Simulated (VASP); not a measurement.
The input files of a VASP run:

### KPOINTS
```
Automatic mesh
0
Gamma
7 7 7
0 0 0
```

### INCAR
```
ALGO  =  Normal
EDIFF  =  1E-7
ENCUT  =  520
GGA  =  PE
ISIF  =  2
ISMEAR  =  -5
IVDW  =  11
LASPH  =  .TRUE.
LCHARG  =  .TRUE.
LEFG  =  .TRUE.
LMAXMIX  =  4
LORBIT  =  11
LREAL  =  .FALSE.
LWAVE  =  .FALSE.
NEDOS  =  601
NELM  =  100
PREC  =  Accurate
SYSTEM  =  BaF2
```

File POSCAR:
```
BaF2
1.0
  0.0000000000   3.1270254066   3.1270254066
  3.1270254066   0.0000000000   3.1270254066
  3.1270254066   3.1270254066   0.0000000000
Ba F
1 2
Direct
  0.0000000000   0.0000000000   0.0000000000
  0.2500000000   0.2500000000   0.2500000000
  0.7500000000   0.7500000000   0.7500000000
```

POTCAR, in this order: Ba_sv F (PBE.64 set). Program: vasp_std.

Q: Write an equivalent input for Quantum ESPRESSO's pw.x.

A: One equivalent input (not run):
```
&CONTROL
  calculation = 'scf'
  pseudo_dir = './pseudo'
  outdir = './out'
  tprnfor = .true.
  tstress = .true.
/
&SYSTEM
  ibrav = 0
  nat = 3
  ntyp = 2
  ecutwfc = 84
  occupations = 'tetrahedra'
  input_dft = 'pbe'
  vdw_corr = 'grimme-d3'
  dftd3_version = 3
  dftd3_threebody = .false.
/
&ELECTRONS
  conv_thr = 7.3e-09
  electron_maxstep = 100
/
ATOMIC_SPECIES
  Ba 137.327 Ba.upf
  F 18.998 F.upf
CELL_PARAMETERS angstrom
     0.0000000    3.1270254    3.1270254
     3.1270254    0.0000000    3.1270254
     3.1270254    3.1270254    0.0000000
ATOMIC_POSITIONS crystal
  Ba   0.0000000  0.0000000  0.0000000
  F    0.2500000  0.2500000  0.2500000
  F    0.7500000  0.7500000  0.7500000
K_POINTS automatic
  7 7 7 0 0 0
```
What does not carry over: the potentials are each code's own (VASP's PAW set, PseudoDojo norm-conserving files in pw.x), so ENCUT and ecutwfc are chosen apart and not converted; conv_thr bounds pw.x's estimated SCF error, while EDIFF bounds the energy change between steps; the field gradients of LEFG aren't asked of the other code.

The compound is BaF2 in the fluorite structure. It was relaxed first.
